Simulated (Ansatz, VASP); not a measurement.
**SnO2 (Cassiterite) in two plane-wave programs**

Aim: how closely do two programs agree when they are given the same cell, functional and k mesh? The cell is taken from a series of VASP runs on this material, whose earlier steps may have relaxed, scaled or displaced it; both programs get it as it stands.

Program: Ansatz 0.2.0. Level of theory: plane waves, with VASP 6.6.1 beside it; relaxation of cell and atoms at r2SCAN with rVV10. Results are calculated unless marked as measured.

**1. The structure**

It takes space group P4_2/mnm (No. 136, tetragonal). Conventional cell: a = 4.753 Å, b = 4.753 Å, c = 3.206 Å, α = 90.00°, β = 90.00°, γ = 90.00°. Nearest to Sn lie 6 O at 2.05 to 2.07 Å. O has 3 Sn at 2.05 to 2.07 Å nearest. Farther neighbours and most contacts between anions are not listed.

Coordinates:

```cif
data_structure
_symmetry_space_group_name_H-M 'P 1'
_symmetry_Int_Tables_number 1
_cell_length_a 4.7526
_cell_length_b 4.7526
_cell_length_c 3.2058
_cell_angle_alpha 90.000
_cell_angle_beta 90.000
_cell_angle_gamma 90.000
_cell_volume 72.41
loop_
_atom_site_label
_atom_site_type_symbol
_atom_site_fract_x
_atom_site_fract_y
_atom_site_fract_z
_atom_site_occupancy
Sn1 Sn 0.50000 0.50000 0.50000 1
Sn2 Sn 0.00000 0.00000 0.00000 1
O3 O 0.80571 0.19429 0.50000 1
O4 O 0.69429 0.69429 0.00000 1
O5 O 0.19429 0.80571 0.50000 1
O6 O 0.30571 0.30571 0.00000 1
```

**2. VASP: relaxation of cell and atoms, r2SCAN with rVV10**

The relaxed volume is the usual yardstick between codes: its relative difference is about their pressure difference at one cell divided by the bulk modulus.

Lines of VASP's logs that name or quote its potential files are left out, and so is its time.

INCAR

```
SYSTEM = SnO2
PREC = Accurate
ENCUT = 520
EDIFF = 1E-06
NELM = 100
ISMEAR = 0
SIGMA = 0.03
LREAL = .FALSE.
ALGO = Normal
METAGGA = R2SCAN
LUSE_VDW = .TRUE.
IVDW_NL = 2
BPARAM = 11.95
CPARAM = 0.0093
LASPH = .TRUE.
NBANDS = 32
LORBIT = 11
LWAVE = .FALSE.
LCHARG = .FALSE.
KPAR = 8
IBRION = 2
NSW = 50
ISIF = 3
EDIFFG = -0.006
```

POSCAR

```
SnO2
1.0
    4.7525727091      0.0000000000      0.0000000000
    0.0000000000      4.7525727091      0.0000000000
    0.0000000000      0.0000000000      3.2057639409
Sn O
2 4
Direct
    0.5000000000      0.5000000000      0.5000000000
    0.0000000000      0.0000000000      0.0000000000
    0.8057091304      0.1942908696      0.5000000000
    0.6942908696      0.6942908696      0.0000000000
    0.1942908696      0.8057091304      0.5000000000
    0.3057091304      0.3057091304      0.0000000000
```

KPOINTS

```
Automatic mesh
0
Gamma
6 6 6
0 0 0
```

The projector-augmented-wave data sets are Sn_d and O (PBE family, release 64).

Started as:

```bash
$ mpirun -np 8 vasp_std
```

Numbers of over 12 decimals in the logs are rounded to 6 here.

The program printed:

```text
[banner, memory and clock lines left out]
running    8 mpi-ranks, on    1 nodes
 distrk:  each k-point on    1 cores,    8 groups
 distr:  one band on    1 cores,    1 groups

 POSCAR found type information on POSCAR SnO
 POSCAR found :  2 types and       6 ions
|                                                                             |
|           W    W    AA    RRRRR   N    N  II  N    N   GGGG   !!!           |
|           W    W   A  A   R    R  NN   N  II  NN   N  G    G  !!!           |
|           W    W  A    A  R    R  N N  N  II  N N  N  G       !!!           |
|           W WW W  AAAAAA  RRRRR   N  N N  II  N  N N  G  GGG   !            |
|           WW  WW  A    A  R   R   N   NN  II  N   NN  G    G                |
|           W    W  A    A  R    R  N    N  II  N    N   GGGG   !!!           |
|                                                                             |
|     For optimal performance we recommend to set                             |
|       NCORE = 2 up to number-of-cores-per-socket                            |
|     NCORE specifies how many cores store one orbital (NPAR=cpu/NCORE).      |
|     This setting can greatly improve the performance of VASP for DFT.       |
|     The default, NCORE=1 might be grossly inefficient on modern             |
|     multi-core architectures or massively parallel machines. Do your        |
|     Unfortunately you need to use the default for GW and RPA                |
|     calculations (for HF NCORE is supported but not extensively tested      |
|     yet).                                                                   |
|                                                                             |

|                                                                             |
|               ----> ADVICE to this user running VASP <----                  |
|                                                                             |
|     You have switched on vdW-DFT.                                           |
|     This routine was written and supplied by Jiri Klimes. We recommend      |
|     that you carefully read and cite the following publications:            |
|       J. Klimes, D.R. Bowler, A. Michelides                                 |
|          J. Phys.: Cond Matt. 22 022201 (2010)                              |
|       J. Klimes, D.R. Bowler, A. Michelides                                 |
|          Phys. Rev. B. 83, 195131 (2011)                                    |
|     and references therein.                                                 |
|                                                                             |

|                                                                             |
|               ----> ADVICE to this user running VASP <----                  |
|                                                                             |
|     You enforced a specific xc type in the INCAR file but a different       |
|     [... a line on the potential file left out ...]
|     I HOPE YOU KNOW WHAT YOU ARE DOING!                                     |
|                                                                             |

 LDA part: xc-table for (None), standard interpolation
 POSCAR, INCAR and KPOINTS ok, starting setup
 FFT: planning ... GRIDC
 FFT: planning ... GRID_SOFT
 FFT: planning ... GRID
 WAVECAR not read
 entering main loop
       N       E                     dE             d eps       ncg     rms          rms(c)
Total rVV10 correction in eV:      1.2034821    53.2863396
Total rVV10 correction in eV:      1.2034821    53.2863396
Total rVV10 correction in eV:      1.2034821    53.2863396
Total rVV10 correction in eV:      1.2034821    53.2863396
Total rVV10 correction in eV:      1.2034821    53.2863396
Total rVV10 correction in eV:      1.2034821    53.2863396
Total rVV10 correction in eV:      1.2034821    53.2863396
Total rVV10 correction in eV:      1.2034821    53.2863396
DAV:   1     0.591808206675E+03    0.59181E+03   -0.26762E+04  2816   0.257E+03
DAV:   2    -0.347124320955E+01   -0.59528E+03   -0.57127E+03  2880   0.690E+02
DAV:   3    -0.972417990530E+02   -0.93771E+02   -0.92775E+02  2960   0.225E+02
DAV:   4    -0.101837218797E+03   -0.45954E+01   -0.45779E+01  3112   0.552E+01
DAV:   5    -0.101981228954E+03   -0.14401E+00   -0.14398E+00  3216   0.990E+00    0.157E+01
Total rVV10 correction in eV:      1.2837525    53.2863394
Total rVV10 correction in eV:      1.2837525    53.2863394
Total rVV10 correction in eV:      1.2837525    53.2863394
Total rVV10 correction in eV:      1.2837525    53.2863394
Total rVV10 correction in eV:      1.2837525    53.2863394
Total rVV10 correction in eV:      1.2837525    53.2863394
Total rVV10 correction in eV:      1.2837525    53.2863394
Total rVV10 correction in eV:      1.2837525    53.2863394
DAV:   6    -0.828553240263E+02    0.19126E+02   -0.13761E+01  3984   0.729E+01    0.686E+00
Total rVV10 correction in eV:      1.3154937    53.2863397
Total rVV10 correction in eV:      1.3154937    53.2863397
Total rVV10 correction in eV:      1.3154937    53.2863397
Total rVV10 correction in eV:      1.3154937    53.2863397
Total rVV10 correction in eV:      1.3154937    53.2863397
Total rVV10 correction in eV:      1.3154937    53.2863397
Total rVV10 correction in eV:      1.3154937    53.2863397
Total rVV10 correction in eV:      1.3154937    53.2863397
DAV:   7    -0.832153935172E+02   -0.36007E+00   -0.31549E+00  3712   0.123E+01    0.391E+00
Total rVV10 correction in eV:      1.3319937    53.2863398
Total rVV10 correction in eV:      1.3319937    53.2863398
Total rVV10 correction in eV:      1.3319937    53.2863398
Total rVV10 correction in eV:      1.3319937    53.2863398
Total rVV10 correction in eV:      1.3319937    53.2863398
Total rVV10 correction in eV:      1.3319937    53.2863398
Total rVV10 correction in eV:      1.3319937    53.2863398
Total rVV10 correction in eV:      1.3319937    53.2863398
DAV:   8    -0.833311825030E+02   -0.11579E+00   -0.60702E-01  3544   0.116E+01    0.139E+00
Total rVV10 correction in eV:      1.3462517    53.2863397
Total rVV10 correction in eV:      1.3462517    53.2863397
Total rVV10 correction in eV:      1.3462517    53.2863397
Total rVV10 correction in eV:      1.3462517    53.2863397
Total rVV10 correction in eV:      1.3462517    53.2863397
Total rVV10 correction in eV:      1.3462517    53.2863397
Total rVV10 correction in eV:      1.3462517    53.2863397
Total rVV10 correction in eV:      1.3462517    53.2863397
DAV:   9    -0.832798590179E+02    0.51323E-01   -0.25953E-01  3896   0.771E+00    0.219E-01
Total rVV10 correction in eV:      1.3459848    53.2863397
Total rVV10 correction in eV:      1.3459848    53.2863397
Total rVV10 correction in eV:      1.3459848    53.2863397
Total rVV10 correction in eV:      1.3459848    53.2863397
Total rVV10 correction in eV:      1.3459848    53.2863397
Total rVV10 correction in eV:      1.3459848    53.2863397
Total rVV10 correction in eV:      1.3459848    53.2863397
Total rVV10 correction in eV:      1.3459848    53.2863397
DAV:  10    -0.832813932130E+02   -0.15342E-02   -0.20246E-02  2912   0.988E-01    0.193E-01
Total rVV10 correction in eV:      1.3449376    53.2863397
Total rVV10 correction in eV:      1.3449376    53.2863397
Total rVV10 correction in eV:      1.3449376    53.2863397
Total rVV10 correction in eV:      1.3449376    53.2863397
Total rVV10 correction in eV:      1.3449376    53.2863397
Total rVV10 correction in eV:      1.3449376    53.2863397
Total rVV10 correction in eV:      1.3449376    53.2863397
Total rVV10 correction in eV:      1.3449376    53.2863397
DAV:  11    -0.832812600156E+02    0.13320E-03   -0.59708E-03  3128   0.600E-01    0.986E-02
Total rVV10 correction in eV:      1.3451457    53.2863397
Total rVV10 correction in eV:      1.3451457    53.2863397
Total rVV10 correction in eV:      1.3451457    53.2863397
Total rVV10 correction in eV:      1.3451457    53.2863397
Total rVV10 correction in eV:      1.3451457    53.2863397
Total rVV10 correction in eV:      1.3451457    53.2863397
Total rVV10 correction in eV:      1.3451457    53.2863397
Total rVV10 correction in eV:      1.3451457    53.2863397
DAV:  12    -0.832811528092E+02    0.10721E-03   -0.39045E-04  3344   0.171E-01    0.510E-02
Total rVV10 correction in eV:      1.3453336    53.2863397
Total rVV10 correction in eV:      1.3453336    53.2863397
Total rVV10 correction in eV:      1.3453336    53.2863397
Total rVV10 correction in eV:      1.3453336    53.2863397
Total rVV10 correction in eV:      1.3453336    53.2863397
Total rVV10 correction in eV:      1.3453336    53.2863397
Total rVV10 correction in eV:      1.3453336    53.2863397
Total rVV10 correction in eV:      1.3453336    53.2863397
DAV:  13    -0.832811201089E+02    0.32700E-04   -0.88639E-05  3496   0.905E-02    0.261E-02
Total rVV10 correction in eV:      1.3454180    53.2863397
Total rVV10 correction in eV:      1.3454180    53.2863397
Total rVV10 correction in eV:      1.3454180    53.2863397
Total rVV10 correction in eV:      1.3454180    53.2863397
Total rVV10 correction in eV:      1.3454180    53.2863397
Total rVV10 correction in eV:      1.3454180    53.2863397
Total rVV10 correction in eV:      1.3454180    53.2863397
Total rVV10 correction in eV:      1.3454180    53.2863397
DAV:  14    -0.832811106845E+02    0.94244E-05   -0.51652E-05  3352   0.565E-02    0.197E-03
Total rVV10 correction in eV:      1.3454119    53.2863397
Total rVV10 correction in eV:      1.3454119    53.2863397
Total rVV10 correction in eV:      1.3454119    53.2863397
Total rVV10 correction in eV:      1.3454119    53.2863397
Total rVV10 correction in eV:      1.3454119    53.2863397
Total rVV10 correction in eV:      1.3454119    53.2863397
Total rVV10 correction in eV:      1.3454119    53.2863397
Total rVV10 correction in eV:      1.3454119    53.2863397
DAV:  15    -0.832811115934E+02   -0.90898E-06   -0.36974E-06  2728   0.138E-02
Total rVV10 correction in eV:      1.3453879    53.2863397
Total rVV10 correction in eV:      1.3453879    53.2863397
Total rVV10 correction in eV:      1.3453879    53.2863397
Total rVV10 correction in eV:      1.3453879    53.2863397
Total rVV10 correction in eV:      1.3453879    53.2863397
Total rVV10 correction in eV:      1.3453879    53.2863397
Total rVV10 correction in eV:      1.3453879    53.2863397
Total rVV10 correction in eV:      1.3453879    53.2863397
Total rVV10 correction in eV:      1.3454070    53.2863397
Total rVV10 correction in eV:      1.3454070    53.2863397
Total rVV10 correction in eV:      1.3454070    53.2863397
Total rVV10 correction in eV:      1.3454070    53.2863397
Total rVV10 correction in eV:      1.3454070    53.2863397
Total rVV10 correction in eV:      1.3454070    53.2863397
Total rVV10 correction in eV:      1.3454070    53.2863397
Total rVV10 correction in eV:      1.3454070    53.2863397
   1 F= -.83281112E+02 E0= -.83281112E+02  d E =-.832811E+02
 curvature:   0.00 expect dE= 0.000E+00 dE for cont linesearch  0.000E+00
 trial: gam= 0.00000 g(F)=  0.815E-06 g(S)=  0.924E-05 ort = 0.000E+00 (trialstep = 0.100E+01)
 search vector abs. value=  0.101E-04
 reached required accuracy - stopping structural energy minimisation
```

Parts of OUTCAR (step 2):

```text
ion  position               nearest neighbor table
   1  0.500  0.500  0.500-   3 2.05   5 2.05   4 2.07   6 2.07   4 2.07   6 2.07   2 3.72   2 3.72
                             2 3.72   2 3.72   2 3.72   2 3.72   2 3.72   2 3.72
   2  0.000  0.000  0.000-   4 2.05   6 2.05   5 2.07   3 2.07   3 2.07   5 2.07   1 3.72   1 3.72
                             1 3.72   1 3.72   1 3.72   1 3.72   1 3.72   1 3.72
   3  0.806  0.194  0.500-   1 2.05   2 2.07   2 2.07
   4  0.694  0.694  0.000-   2 2.05   1 2.07   1 2.07
   5  0.194  0.806  0.500-   1 2.05   2 2.07   2 2.07
   6  0.306  0.306  0.000-   2 2.05   1 2.07   1 2.07

  LATTYP: Found a simple tetragonal cell.
 ALAT       =     4.7525727091
 C/A-ratio  =     0.6745323296

 Subroutine GETGRP returns: Found 16 space group operations
 (whereof  8 operations were pure point group operations)

The static configuration has the point symmetry D_2h.
 The point group associated with its full space group is D_4h.

 Found     40 irreducible k-points:

   k-points           NKPTS =     40   k-points in BZ     NKDIM =     40   number of bands    NBANDS=     32

   dimension x,y,z NGX =    36 NGY =   36 NGZ =   24
   dimension x,y,z NGXF=    72 NGYF=   72 NGZF=   48

   ENCUT  =  520.0 eV  38.22 Ry    6.18 a.u.   8.84  8.84  5.96*2*pi/ulx,y,z

   NELECT =      52.0000    total number of electrons

 k-points in reciprocal lattice and weights: Automatic mesh
   0.00000000  0.00000000  0.00000000       0.005
   0.16666667  0.00000000  0.00000000       0.019
   0.33333333  0.00000000  0.00000000       0.019
   0.50000000  0.00000000  0.00000000       0.009
   0.16666667  0.16666667  0.00000000       0.019
   0.33333333  0.16666667  0.00000000       0.037
   0.50000000  0.16666667  0.00000000       0.019
   0.33333333  0.33333333  0.00000000       0.019
   0.50000000  0.33333333  0.00000000       0.019
[...]
0.50000000  0.33333333  0.50000000       0.019
   0.50000000  0.50000000  0.50000000       0.005

 average (electrostatic) potential at core
       1-105.0908       2-105.0908       3 -71.6999       4 -71.6999       5 -71.6999
       6 -71.6999

 E-fermi :   5.7111

 k-point     1 :       0.0000    0.0000    0.0000
  band No.  band energies     occupation
    ...
     22       4.3373      2.00000
     23       4.3373      2.00000
     24       4.7873      2.00000
     25       4.7873      2.00000
     26       5.5636      2.00000
     27       7.3376      0.00000
     28      12.3434      0.00000
     29      12.5479      0.00000
     30      12.5479      0.00000
     31      16.5739      0.00000
    ...

 k-point     2 :       0.1667    0.0000    0.0000
  band No.  band energies     occupation
    ...
     22       4.2801      2.00000
     23       4.3452      2.00000
     24       4.3646      2.00000
     25       4.8069      2.00000
     26       5.4270      2.00000
     27       8.0031      0.00000
     28      12.1026      0.00000
     29      12.6640      0.00000
     30      12.8046      0.00000
     31      16.8836      0.00000
    ...

 k-point     3 :       0.3333    0.0000    0.0000
  band No.  band energies     occupation
    ...
     22       3.9283      2.00000
     23       4.3653      2.00000
     24       4.3909      2.00000
     25       4.8581      2.00000
     26       5.1319      2.00000
     27       9.2802      0.00000
     28      11.5446      0.00000
     29      13.0063      0.00000
     30      13.1810      0.00000
     31      17.3527      0.00000
    ...

  Total       -0.0238953     -0.0238953     -0.0027573      0.0000000      0.0000000      0.0000000
  in kB       -0.5287302     -0.5287302     -0.0610105      0.0000000      0.0000000      0.0000000
  external PRESSURE =      -0.3728237 kB  Pullay stress =       0.0000000 kB

  energy-cutoff  :      520.00
  volume of cell :       72.41
      direct lattice vectors                 reciprocal lattice vectors
     4.752572709  0.000000000  0.000000000     0.210412352  0.000000000  0.000000000
     0.000000000  4.752572709  0.000000000     0.000000000  0.210412352  0.000000000
     0.000000000  0.000000000  3.205763941     0.000000000  0.000000000  0.311938127

 POSITION                                       TOTAL-FORCE (eV/Angst)
 -----------------------------------------------------------------------------------
      2.37629      2.37629      1.60288         0.000000      0.000000      0.000000
      0.00000      0.00000      0.00000         0.000000      0.000000      0.000000
      3.82919      0.92338      1.60288         0.001453     -0.001453      0.000000
      3.29967      3.29967      0.00000        -0.001453     -0.001453      0.000000
      0.92338      3.82919      1.60288        -0.001453      0.001453     -0.000000
      1.45290      1.45290      0.00000         0.001453      0.001453     -0.000000
 -----------------------------------------------------------------------------------
    total drift:                                0.000000      0.000000      0.000000

  FREE ENERGIE OF THE ION-ELECTRON SYSTEM (eV)
  ---------------------------------------------------
  free  energy   TOTEN  =       -83.2811115934 eV

  energy  without entropy=      -83.2811115934  energy(sigma->0) =      -83.28111159

 reached required accuracy - stopping structural energy minimisation

 total charge
# of ion       s       p       d       tot
------------------------------------------
    1        0.832   1.107  10.381  12.320
    2        0.832   1.107  10.381  12.320
    3        1.562   3.535   0.000   5.097
    4        1.562   3.535   0.000   5.097
    5        1.562   3.535   0.000   5.097
    6        1.562   3.535   0.000   5.097
--------------------------------------------------
tot          7.913  16.354  20.762  45.029

[... 3 further parts left out ...]
```

[end of part 1 of 2]

[Lines on the potential files, build, host, timing and source positions are cut from VASP's logs without a mark.]

[Logs are printed without paths, hosts, clocks, repeated set-up lines and the standing remarks that a program may print on its own settings, such as how far it seeks lower states.]

[Hosts, paths, dates, database ids (printed as entryN), source tags and the programs' standing remarks are cut or masked in the printed files.]
